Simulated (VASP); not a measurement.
Input:

```
KCl
1.0
    0.00000     3.12679     3.12679
    3.12679     0.00000     3.12679
    3.12679     3.12679     0.00000
K Cl
1 1
Direct
  0.00000   0.00000   0.00000
  0.50000   0.50000   0.50000
```

Method: PBEsol GGA, VASP's PBE PAW potentials (set 64) (plane waves; VASP). Settings: 520 eV cut-off, 7×7×7 Γ-centred mesh, Gaussian smearing of 0.050 eV, potentials K_sv Cl.

### Question
Give the energy at these volumes per atom, relative to the lowest: 28.69, 29.60, 30.52, 31.43, 32.35 Å³.

### Answer
7.6, 1.9, 0.0, 1.3, 5.3 meV/atom. A third-order Birch-Murnaghan fit gives B0 = 18.4 GPa and B0′ = 4.9.

The compound is KCl in the rock salt structure. It was relaxed first.
